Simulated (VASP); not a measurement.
Set up this calculation in VASP 6.6.1, as the native input.

```yaml
Task: density of states
Functional: PBE
Potentials_or_basis: VASP PAW PBE potentials, release 64 (Sb, Bi_d, S)
Cutoff: 520 eV
k_mesh: 6 × 6 × 6
Occupations: gaussian, width 0.03 eV
Spin: no spin polarisation
k_mesh_for_the_DOS: 9 × 9 × 9
Occupations_for_the_DOS: tetrahedron
Further_INCAR_settings: ALGO = Normal; EDIFF = 1e-07
```

BiSbS4:

```
CELL_PARAMETERS angstrom
-3.26324 3.26324 4.86074
3.26324 -3.26324 4.86074
3.26324 3.26324 -4.86074
ATOMIC_POSITIONS crystal
Sb 0.00000 0.00000 0.00000
Bi 0.25000 0.75000 0.50000
S 0.07107 0.10460 0.43423
S 0.67037 0.63685 0.56577
S 0.36315 0.92893 0.03352
S 0.89540 0.32963 0.96648
```

The cell was built by a generator and needn't be a form met in nature.

These files were run (other wordings do the same):

POSCAR

```
BiSbS4                                  
1.0
   -3.2632425286      3.2632426016      4.8607419153
    3.2632425286     -3.2632426016      4.8607419153
    3.2632426016      3.2632425286     -4.8607419153
  Sb              Bi              S             
     1     1     4
Direct
     0.0000000000000000    0.0000000000000000    0.0000000000000000
     0.2500000000000000    0.7500000000000000    0.5000000000000000
     0.0710734437437698    0.1045977323177592    0.4342256971190315
     0.6703720351987135    0.6368477466247382    0.5657743028809685
     0.3631522533752617    0.9289265562562302    0.0335242885739752
     0.8954022676822406    0.3296279648012865    0.9664757114260246
```

INCAR.step1

```
SYSTEM = BiSbS4
PREC = Accurate ; ENCUT = 520
EDIFF = 1E-7 ; ISMEAR = 0
SIGMA = 0.03 ; LREAL = .FALSE.
LASPH = .TRUE. ; NELM = 60
ALGO = Normal ; ISIF = 2
LWAVE = .FALSE. ; LCHARG = .TRUE.
GGA = PE ; KPAR = 4
```

KPOINTS.step1

```
Automatic mesh
0
G
  6 6 6
  0 0 0
```

INCAR.step2

```
SYSTEM = BiSbS4
PREC = Accurate ; ENCUT = 520
EDIFF = 1E-7 ; ISMEAR = -5
SIGMA = 0.03 ; LREAL = .FALSE.
LASPH = .TRUE. ; NELM = 60
ALGO = Normal ; ISIF = 2
LWAVE = .FALSE. ; LCHARG = .FALSE.
GGA = PE ; LORBIT = 11
KPAR = 4 ; NEDOS = 2001
ICHARG = 11
```

KPOINTS.step2

```
Automatic mesh
0
G
  9 9 9
  0 0 0
```

Potentials or basis: VASP PAW PBE potentials, release 64 (Sb, Bi_d, S).

The run is started by

```bash
$ cat potpaw_PBE.64/Sb/POTCAR potpaw_PBE.64/Bi_d/POTCAR potpaw_PBE.64/S/POTCAR > POTCAR
$ cp INCAR.step1 INCAR
$ cp KPOINTS.step1 KPOINTS
$ mpirun -np 4 vasp_std > vasp.out
$ cp INCAR.step2 INCAR
$ cp KPOINTS.step2 KPOINTS
$ mpirun -np 4 vasp_std > vasp.out
```

It gave:

The valence electrons inside the program's atomic spheres are Sb 2.36; Bi 12.59; S 3.67.

Caveat: spin-orbit coupling is left out, which moves the levels of the heavy elements.

It took 2.6 min on 4 MPI ranks on AMD EPYC 9R45 (Zen 5), with other jobs on the host, peak memory 0.7 GiB a rank.
